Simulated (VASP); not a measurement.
All values below come from G0W0 on PBE orbitals, VASP's PBE PAW potentials (set 64) (plane waves; VASP).

A VASP calculation is set up with these files.

INCAR:
```
ALGO=EVGW0
ENCUT=500
ENCUTGW=200
GGA=PE
ISMEAR=0
LASPH=.TRUE.
LCHARG=.FALSE.
LREAL=.FALSE.
LSPECTRALGW=.TRUE.
LWAVE=.FALSE.
NBANDS=160
NBANDSGW=17
NELMGW=1
NOMEGA=64
PREC=Normal
SIGMA=0.01
SYSTEM=GaP
```

### POSCAR
```
GaP
1
    0.0000000000     2.6881710000     2.6881710000
    2.6881710000     0.0000000000     2.6881710000
    2.6881710000     2.6881710000     0.0000000000
Ga P
1 1
Direct
  0.0000000000   0.0000000000   0.0000000000
  0.2500000000   0.2500000000   0.2500000000
```

### KPOINTS
```
Regular mesh
0
Gamma
  4 4 4
```

POTCAR, in this order: Ga_d_GW P_GW (PBE.64 set). Program: vasp_std. Read from the step before: WAVECAR, WAVEDER.

What VASP printed:

File OSZICAR:
```
energies w=
    0.000    0.000    0.479    0.000    0.956    0.000    1.432    0.000
    1.904    0.000    2.372    0.000    2.836    0.000    3.294    0.000
    3.746    0.000    4.193    0.000    4.633    0.000    5.067    0.000
    5.495    0.000    5.917    0.000    6.334    0.000    6.747    0.000
    7.155    0.000    7.559    0.000    7.960    0.000    8.359    0.000
    8.756    0.000    9.153    0.000    9.550    0.000    9.949    0.000
   10.349    0.000   10.752    0.000   11.160    0.000   11.573    0.000
   11.994    0.000   12.422    0.000   12.859    0.000   13.308    0.000
   13.770    0.000   14.247    0.000   14.741    0.000   15.255    0.000
   15.791    0.000   16.352    0.000   16.943    0.000   17.566    0.000
   18.228    0.000   18.934    0.000   19.689    0.000   20.501    0.000
   21.381    0.000   22.338    0.000   23.387    0.000   24.542    0.000
   25.824    0.000   27.259    0.000   28.876    0.000   30.718    0.000
   32.836    0.000   35.301    0.000   38.207    0.000   41.687    0.000
   45.929    0.000   51.214    0.000   57.977    0.000   66.929    0.000
   79.325    0.000   97.593    0.000  127.136    0.000  182.901    0.000
NQ=   1    0.0000    0.0000    0.0000,
 performed        217000 updates of chi_q(r,r)
NQ=   2    0.2500    0.0000    0.0000,
 performed        586000 updates of chi_q(r,r)
NQ=   3    0.5000    0.0000    0.0000,
 performed        912000 updates of chi_q(r,r)
NQ=   4    0.2500    0.2500    0.0000,
 performed       1281000 updates of chi_q(r,r)
NQ=   5    0.5000    0.2500    0.0000,
 performed       1770000 updates of chi_q(r,r)
NQ=   6   -0.2500    0.2500    0.0000,
 performed       2215000 updates of chi_q(r,r)
NQ=   7    0.5000    0.5000    0.0000,
 performed       2508000 updates of chi_q(r,r)
NQ=   8   -0.2500    0.5000    0.2500,
 performed       2866000 updates of chi_q(r,r)
 resolving degeneracies of screened two electron integrals
```

OUTCAR:
```


 k-point   1 :       0.0000    0.0000    0.0000
  band No.  KS-energies  QP-energies   sigma(KS)   V_xc(KS)     V^pw_x(r,r')   Z            occupation Imag(sigma)

      1      -9.8432     -12.0739     -24.8975     -21.6640     -34.9914       0.6899       2.0000       0.1923
      2      -9.8432     -12.0739     -24.8975     -21.6640     -34.9914       0.6899       2.0000       0.1923
      3      -9.8432     -12.0739     -24.8975     -21.6640     -34.9914       0.6899       2.0000       0.1923
      4      -9.7320     -11.9957     -25.0741     -21.8005     -35.1416       0.6915       2.0000       0.1594
      5      -9.7320     -11.9957     -25.0741     -21.8005     -35.1416       0.6915       2.0000       0.1594
      6      -7.9957      -8.5737     -12.3069     -11.4292     -18.8203       0.6586       2.0000       1.0345
      7       4.8215       4.2079     -13.5650     -12.7639     -14.7926       0.7661       2.0000       0.0415
      8       4.8215       4.2079     -13.5650     -12.7639     -14.7926       0.7661       2.0000       0.0415
      9       4.8215       4.2079     -13.5650     -12.7639     -14.7926       0.7661       2.0000       0.0415
     10       6.9816       7.2896     -11.2505     -11.6498      -6.7394       0.7714       0.0000      -0.0603
     11       8.6655       8.8324     -10.3997     -10.6162      -5.9310       0.7710       0.0000      -0.0692
     12       8.6655       8.8324     -10.3997     -10.6162      -5.9310       0.7710       0.0000      -0.0692
     13       8.6655       8.8324     -10.3997     -10.6162      -5.9310       0.7710       0.0000      -0.0692
     14      13.8080      13.7867      -8.4720      -8.4450      -2.8450       0.7884       0.0000      -0.2855
     15      14.5796      14.8151     -10.7025     -11.0172      -5.1356       0.7482       0.0000      -0.2296
     16      14.5796      14.8151     -10.7025     -11.0172      -5.1356       0.7482       0.0000      -0.2296
     17      17.3637      17.2269      -8.5676      -8.3859      -2.5171       0.7528       0.0000      -0.4616

 k-point   2 :       0.2500    0.0000    0.0000
  band No.  KS-energies  QP-energies   sigma(KS)   V_xc(KS)     V^pw_x(r,r')   Z            occupation Imag(sigma)

      1      -9.8950     -12.0685     -24.5527     -21.3900     -34.5821       0.6872       2.0000       0.2178
      2      -9.8265     -12.0599     -24.9326     -21.6942     -35.0304       0.6896       2.0000       0.1905
      3      -9.8265     -12.0599     -24.9326     -21.6942     -35.0304       0.6896       2.0000       0.1905
      4      -9.7307     -11.9960     -25.0749     -21.8026     -35.1466       0.6923       2.0000       0.1592
      5      -9.7307     -11.9960     -25.0749     -21.8026     -35.1466       0.6923       2.0000       0.1592
      6      -7.1758      -7.7900     -12.7462     -11.8464     -19.0771       0.6826       2.0000       0.9633
      7       0.8380       0.1852     -12.5927     -11.7078     -14.9991       0.7377       2.0000       0.1081
      8       4.1147       3.4777     -13.2035     -12.3697     -14.5757       0.7640       2.0000       0.0462
      9       4.1147       3.4777     -13.2035     -12.3697     -14.5757       0.7640       2.0000       0.0462
     10       7.1024       7.3286     -10.6944     -10.9865      -6.3797       0.7744       0.0000      -0.0590
     11       9.5549       9.7296     -10.5280     -10.7567      -5.8276       0.7640       0.0000      -0.0850
     12       9.5549       9.7296     -10.5280     -10.7567      -5.8276       0.7640       0.0000      -0.0850
     13      11.3810      11.5184     -10.8903     -11.0746      -5.6125       0.7459       0.0000      -0.1351
     14      13.7748      13.8974     -10.1375     -10.3006      -4.7029       0.7516       0.0000      -0.2215
     15      13.7748      13.8974     -10.1375     -10.3006      -4.7029       0.7516       0.0000      -0.2215
     16      14.8464      14.6924      -8.2872      -8.0842      -2.5619       0.7586       0.0000      -0.3129
     17      18.1732      18.1601      -9.3258      -9.3083      -3.0329       0.7461       0.0000      -0.5380

 k-point   3 :       0.5000    0.0000    0.0000
  band No.  KS-energies  QP-energies   sigma(KS)   V_xc(KS)     V^pw_x(r,r')   Z            occupation Imag(sigma)

      1      -9.9378     -12.0816     -24.3628     -21.2392     -34.3609       0.6863       2.0000       0.2345
      2      -9.8154     -12.0525     -24.9496     -21.7075     -35.0455       0.6900       2.0000       0.1892
      3      -9.8154     -12.0525     -24.9496     -21.7075     -35.0455       0.6900       2.0000       0.1892
      4      -9.7237     -11.9915     -25.0933     -21.8227     -35.1770       0.6934       2.0000       0.1603
      5      -9.7237     -11.9915     -25.0933     -21.8227     -35.1770       0.6934       2.0000       0.1603
      6      -5.7878      -6.4243     -13.4971     -12.5976     -19.4646       0.7075       2.0000       0.8070
      7      -2.0724      -2.7345     -11.7561     -10.8191     -15.4234       0.7066       2.0000       0.2871
      8       3.6361       2.9711     -13.0823     -12.2086     -14.6328       0.7611       2.0000       0.0513
      9       3.6361       2.9711     -13.0823     -12.2086     -14.6328       0.7611       2.0000       0.0513
     10       6.6030       6.8097     -10.7050     -10.9707      -6.5427       0.7780       0.0000      -0.0553
     11       9.4951       9.6410     -10.1684     -10.3583      -5.5219       0.7684       0.0000      -0.0838
     12       9.4951       9.6410     -10.1684     -10.3583      -5.5219       0.7684       0.0000      -0.0838
     13      13.1636      12.9652      -8.6012      -8.3406      -2.9936       0.7610       0.0000      -0.2331
     14      16.0141      16.0756     -10.1918     -10.2750      -3.8854       0.7398       0.0000      -0.3898
     15      16.5440      16.7568     -10.8224     -11.1034      -4.4492       0.7575       0.0000      -0.4680
     16      16.5440      16.7568     -10.8224     -11.1034      -4.4492       0.7575       0.0000      -0.4680
     17      18.6328      18.6430     -10.5478     -10.5612      -4.0235       0.7597       0.0000      -0.6759

 k-point   4 :       0.2500    0.2500    0.0000
  band No.  KS-energies  QP-energies   sigma(KS)   V_xc(KS)     V^pw_x(r,r')   Z            occupation Imag(sigma)

      1      -9.9206     -12.0861     -24.5114     -21.3573     -34.5386       0.6866       2.0000       0.2209
      2      -9.8073     -12.0492     -24.9764     -21.7333     -35.0824       0.6913       2.0000       0.1889
      3      -9.8073     -12.0492     -24.9764     -21.7333     -35.0824       0.6913       2.0000       0.1889
      4      -9.7512     -12.0003     -25.0086     -21.7434     -35.0655       0.6888       2.0000       0.1624
      5      -9.7197     -11.9907     -25.0961     -21.8233     -35.1748       0.6939       2.0000       0.1580
      6      -6.9024      -7.4987     -12.7837     -11.8923     -19.0217       0.6690       2.0000       0.9279
      7       1.1135       0.5098     -13.1145     -12.2968     -15.4152       0.7383       2.0000       0.0984
      8       3.0300       2.3549     -12.6988     -11.8057     -14.3679       0.7558       2.0000       0.0573
      9       3.0300       2.3549     -12.6988     -11.8057     -14.3679       0.7558       2.0000       0.0573
     10       6.9362       7.0197      -9.9253     -10.0321      -5.8376       0.7813       0.0000      -0.0564
     11       8.6062       8.7139     -10.1672     -10.3073      -5.6085       0.7695       0.0000      -0.0737
     12      11.6664      11.8760     -11.1279     -11.4090      -5.8206       0.7455       0.0000      -0.1466
     13      11.6664      11.8760     -11.1279     -11.4090      -5.8206       0.7455       0.0000      -0.1466
     14      12.8005      12.9297     -10.5332     -10.7038      -5.1216       0.7569       0.0000      -0.1888
     15      15.5366      15.7692     -10.6740     -10.9838      -4.7819       0.7506       0.0000      -0.3201
     16      17.8186      17.8631      -9.3734      -9.4319      -3.0576       0.7605       0.0000      -0.5337
     17      19.5954      19.4600      -9.1217      -8.9421      -2.6963       0.7545       0.0000      -0.6972

 k-point   5 :       0.5000    0.2500    0.0000
  band No.  KS-energies  QP-energies   sigma(KS)   V_xc(KS)     V^pw_x(r,r')   Z            occupation Imag(sigma)

      1      -9.9494     -12.0893     -24.3864     -21.2636     -34.3982       0.6852       2.0000       0.2326
      2      -9.7996     -12.0461     -24.9785     -21.7322     -35.0781       0.6920       2.0000       0.1857
      3      -9.7905     -12.0422     -25.0108     -21.7636     -35.1215       0.6935       2.0000       0.1872
      4      -9.7495     -12.0044     -25.0196     -21.7546     -35.0848       0.6906       2.0000       0.1625
      5      -9.7177     -11.9923     -25.1000     -21.8284     -35.1837       0.6953       2.0000       0.1581
      6      -5.4553      -6.0761     -13.4270     -12.5440     -19.2519       0.7031       2.0000       0.7538
      7      -1.4949      -2.1304     -12.3745     -11.4833     -15.8180       0.7131       2.0000       0.2301
      8       1.4078       0.7141     -12.0377     -11.1069     -14.1179       0.7452       2.0000       0.0878
      9       2.6655       1.9705     -12.6383     -11.7151     -14.4537       0.7528       2.0000       0.0627
     10       7.2406       7.3038      -9.9198     -10.0008      -5.7663       0.7796       0.0000      -0.0593
     11       9.8342      10.0102     -10.6361     -10.8685      -5.7546       0.7574       0.0000      -0.0979
     12      11.5057      11.6099     -10.5133     -10.6518      -5.3720       0.7531       0.0000      -0.1351
     13      11.9454      12.1258     -10.6640     -10.9054      -5.3015       0.7477       0.0000      -0.1608
     14      15.9303      15.9597     -10.5202     -10.5603      -4.1516       0.7324       0.0000      -0.4192
     15      16.6411      16.8462     -10.8713     -11.1472      -4.4776       0.7432       0.0000      -0.4660
     16      18.2909      18.5059     -11.0832     -11.3769      -4.2540       0.7321       0.0000      -0.6423
     17      18.7379      18.6799      -9.0702      -8.9930      -2.7965       0.7502       0.0000      -0.5500

 k-point   6 :      -0.2500    0.2500    0.0000
  band No.  KS-energies  QP-energies   sigma(KS)   V_xc(KS)     V^pw_x(r,r')   Z            occupation Imag(sigma)

...
```
(Selected blocks of OUTCAR.)

The mesh is coarse and the basis finite, so the quasiparticle values are not converged.

The compound is GaP in the zinc blende structure. This cell is one point of a volume scan, at 0.96 of the reference volume. The k-mesh is coarse (spacing up to 0.51 per Å, 2π included), so the numbers may not be converged in it.
